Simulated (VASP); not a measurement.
Computed with LDA (Ceperley-Alder, Perdew-Zunger), VASP's LDA PAW potentials (set 64) (plane waves; VASP).

VASP input:

POSCAR:
```
CdF2
3.720640
  0.0000000000   0.7071068501   0.7071068501
  0.7071068501   0.0000000000   0.7071068501
  0.7071068501   0.7071068501   0.0000000000
Cd F
1 2
Cartesian
  0.0000000000   0.0000000000   0.0000000000
  0.3535534251   0.3535534251   0.3535534251
  1.0606602752   1.0606602752   1.0606602752
```

KPOINTS:
```
Automatic
0
Gamma
7 7 7
```

### INCAR
```
# general
SYSTEM   =  CdF2
PREC     =  Accurate
ENCUT    =  520
LREAL    =  .FALSE.
LASPH    =  .TRUE.

# electronic loop
EDIFF    =  1E-7
NELM     =  100
ALGO     =  Normal
LMAXMIX  =  4

# smearing
ISMEAR   =  0
SIGMA    =  0.05

# ions
ISIF     =  2

# output
LWAVE    =  .FALSE.
LCHARG   =  .FALSE.
```

POTCAR, in this order: Cd F (LDA.64 set). Program: vasp_std.

Output of the run:

OUTCAR:
```
 ion  position               nearest neighbor table
   1  0.000  0.000  0.000-   3 2.28   3 2.28   3 2.28   2 2.28   3 2.28   2 2.28   2 2.28   2 2.28
  LATTYP: Found a face centered cubic cell.
 ALAT       =     5.2617800618
 Subroutine PRICEL returns:
 Original cell was already a primitive cell.
 Subroutine GETGRP returns: Found 48 space group operations
The static configuration has the point symmetry O_h .
The dynamic configuration has the point symmetry O_h .
 Subroutine INISYM returns: Found 48 space group operations
 Subroutine IBZKPT returns following result:
 Found     20 irreducible k-points:

 Following reciprocal coordinates:
            Coordinates               Weight
  0.000000  0.000000  0.000000      1.000000
  0.142857  0.000000  0.000000      8.000000
  0.285714  0.000000  0.000000      8.000000
  0.428571  0.000000  0.000000      8.000000
  0.142857  0.142857  0.000000      6.000000
  0.285714  0.142857  0.000000     24.000000
  0.428571  0.142857  0.000000     24.000000
 -0.428571  0.142857  0.000000     24.000000
 -0.285714  0.142857  0.000000     24.000000
 -0.142857  0.142857  0.000000     12.000000
  0.285714  0.285714  0.000000      6.000000
  0.428571  0.285714  0.000000     24.000000
 -0.428571  0.285714  0.000000     24.000000
 -0.285714  0.285714  0.000000     12.000000
  0.428571  0.428571  0.000000      6.000000
 -0.428571  0.428571  0.000000     12.000000
  0.428571  0.285714  0.142857     24.000000
 -0.428571  0.285714  0.142857     48.000000
 -0.428571  0.428571  0.142857     24.000000
 -0.285714  0.428571  0.142857     24.000000
   k-points           NKPTS =     20   k-points in BZ     NKDIM =     20   number of bands    NBANDS=     17
   number of dos      NEDOS =    301   number of ions     NIONS =      3
   total plane-waves  NPLWV =  21952
   dimension x,y,z NGX =    28 NGY =   28 NGZ =   28
   dimension x,y,z NGXF=    56 NGYF=   56 NGZF=   56
   ions per type =               1   2
   PREC   = accura    normal or accurate (medium, high low for compatibility)
   ISTART =      0    job   : 0-new  1-cont  2-samecut
   ICHARG =      2    charge: 1-file 2-atom 10-const
   ISPIN  =      1    spin polarized calculation?
   LNONCOLLINEAR =      F non collinear calculations
   LSORBIT =      F    spin-orbit coupling
   INIWAV =      1    electr: 0-lowe 1-rand  2-diag
   ENCUT  =  520.0 eV  38.22 Ry    6.18 a.u.   6.92  6.92  6.92*2*pi/ulx,y,z
   NELM   =    100;   NELMIN=  2; NELMDL= -5     # of ELM steps
   EDIFF  = 0.1E-06   stopping-criterion for ELM
   LREAL  =      F    real-space projection
   NLSPLINE    = F    spline interpolate recip. space projectors
   LMAXMIX     =    4 max onsite mixed and CHGCAR
   VOSKOWN=      0    Vosko Wilk Nusair interpolation
   EDIFFG = 0.1E-05   stopping-criterion for IOM
   NSW    =      0    number of steps for IOM
   NBLOCK =      1;   KBLOCK =      1    inner block; outer block
   IBRION =     -1    ionic relax: 0-MD 1-quasi-New 2-CG
   NFREE  =      0    steps in history (QN), initial steepest desc. (CG)
   ISIF   =      2    stress and relaxation
   ISYM   =      2    0-nonsym 1-usesym 2-fastsym
   TEIN   =    0.0    initial temperature
   TEBEG  =    0.0;   TEEND  =   0.0 temperature during run
   SMASS  =  -3.00    Nose mass-parameter (am)
   PSTRESS=    0.0 pullay stress
   NELECT =      26.0000    total number of electrons
   EFERMI =   0.00;   METHOD = LEGACY
   ISMEAR =     0;   SIGMA  =   0.05  broadening in eV -4-tet -1-fermi 0-gaus
   IALGO  =     38    algorithm
   LDIAG  =      T    sub-space diagonalisation (order eigenvalues)
   IMIX   =      4    mixing-type and parameters
     AMIX     =   0.40;   BMIX     =  1.00
     AMIX_MAG =   1.60;   BMIX_MAG =  1.00
     AMIN     =   0.10
...
```

File OSZICAR:
```
       N       E                     dE             d eps       ncg     rms          rms(c)
DAV:   1     0.210718574225E+03    0.21072E+03   -0.15974E+04   704   0.157E+03
DAV:   2    -0.505617746350E+01   -0.21577E+03   -0.21033E+03   736   0.393E+02
DAV:   3    -0.141662043715E+02   -0.91100E+01   -0.90837E+01   741   0.930E+01
DAV:   4    -0.142122009728E+02   -0.45997E-01   -0.45986E-01   789   0.649E+00
DAV:   5    -0.142123517188E+02   -0.15075E-03   -0.15074E-03   754   0.316E-01    0.116E+01
DAV:   6    -0.127434636007E+02    0.14689E+01   -0.44561E+00   909   0.398E+01    0.880E+00
DAV:   7    -0.127486255284E+02   -0.51619E-02   -0.62513E-01   685   0.870E+00    0.508E+00
DAV:   8    -0.127266666504E+02    0.21959E-01   -0.12148E-01   695   0.367E+00    0.637E-01
DAV:   9    -0.127197307142E+02    0.69359E-02   -0.28352E-02   883   0.240E+00    0.809E-02
DAV:  10    -0.127199717659E+02   -0.24105E-03   -0.23104E-03   682   0.539E-01    0.552E-02
DAV:  11    -0.127199830992E+02   -0.11333E-04   -0.53474E-05   720   0.126E-01    0.276E-02
DAV:  12    -0.127199818976E+02    0.12016E-05   -0.15396E-05   739   0.424E-02    0.114E-02
DAV:  13    -0.127199820185E+02   -0.12086E-06   -0.12237E-06   728   0.177E-02    0.183E-03
DAV:  14    -0.127199820177E+02    0.78444E-09   -0.17959E-07   569   0.431E-03
   1 F= -.12719982E+02 E0= -.12719982E+02  d E =-.170590E-10
```

### OUTCAR
```
------------------------ aborting loop because EDIFF is reached ----------------------------------------
  FORCE on cell =-STRESS in cart. coord.  units (eV):
  Direction    XX          YY          ZZ          XY          YZ          ZX
  --------------------------------------------------------------------------------------
  Total        0.9466517      0.9466517      0.9466517      0.0000000     -0.0000000     -0.0000000
  in kB       41.6449839     41.6449839     41.6449839      0.0000000     -0.0000000     -0.0000000
  external PRESSURE =      41.6449839 kB  Pullay stress =       0.0000000 kB
  volume of cell :       36.42
      direct lattice vectors                 reciprocal lattice vectors
     0.000000000  2.630890031  2.630890031    -0.190049753  0.190049753  0.190049753
     2.630890031  0.000000000  2.630890031     0.190049753 -0.190049753  0.190049753
     2.630890031  2.630890031  0.000000000     0.190049753  0.190049753 -0.190049753
 POSITION                                       TOTAL-FORCE (eV/Angst)
 -----------------------------------------------------------------------------------
      0.00000      0.00000      0.00000         0.000000     -0.000000      0.000000
      1.31545      1.31545      1.31545        -0.000000     -0.000000     -0.000000
      3.94634      3.94634      3.94634        -0.000000      0.000000      0.000000
 -----------------------------------------------------------------------------------
    total drift:                                0.000000      0.000000      0.000000
  FREE ENERGIE OF THE ION-ELECTRON SYSTEM (eV)
  ---------------------------------------------------
  free  energy   TOTEN  =       -12.7199820177 eV

  energy  without entropy=      -12.7199820177  energy(sigma->0) =      -12.71998202
```
(Selected blocks of OUTCAR.)

### OUTCAR
```
 val. band max:       -1.1342420413   @ k =  -0.2857   0.4286   0.1429

 cond. band min:       1.9730959211   @ k =   0.0000   0.0000   0.0000


 Fermi energy:        -0.9174472390

 k-point     1 :       0.0000    0.0000    0.0000
  band No.  band energies     occupation
      1     -21.9639      2.00000
      2     -20.5543      2.00000
      3      -7.0074      2.00000
      4      -7.0074      2.00000
      5      -7.0074      2.00000
      6      -5.3847      2.00000
      7      -5.3847      2.00000
      8      -2.2820      2.00000
      9      -2.2820      2.00000
     10      -2.2820      2.00000
     11      -1.4546      2.00000
     12      -1.4546      2.00000
     13      -1.4546      2.00000
     14       1.9731      0.00000
     15      11.5452      0.00000
     16      11.5452      0.00000
     17      11.5452      0.00000

 k-point     2 :       0.1429    0.0000    0.0000
  band No.  band energies     occupation
      1     -21.8823      2.00000
      2     -20.6302      2.00000
      3      -6.9147      2.00000
      4      -6.9147      2.00000
      5      -6.7444      2.00000
      6      -5.4204      2.00000
      7      -5.4204      2.00000
      8      -2.9023      2.00000
      9      -2.4044      2.00000
     10      -2.4044      2.00000
     11      -1.6835      2.00000
     12      -1.4695      2.00000
     13      -1.4695      2.00000
     14       2.7670      0.00000
     15      10.6531      0.00000
     16      11.8883      0.00000
     17      11.8883      0.00000

 k-point     3 :       0.2857    0.0000    0.0000
  band No.  band energies     occupation
      1     -21.6667      2.00000
      2     -20.8260      2.00000
      3      -6.7158      2.00000
      4      -6.7158      2.00000
      5      -6.0519      2.00000
      6      -5.4355      2.00000
      7      -5.4355      2.00000
      8      -3.8073      2.00000
      9      -2.7844      2.00000
     10      -2.7844      2.00000
     11      -2.4950      2.00000
...
```

The compound is CdF2 in the fluorite structure. This cell is one point of a volume scan, at 0.97 of the reference volume.
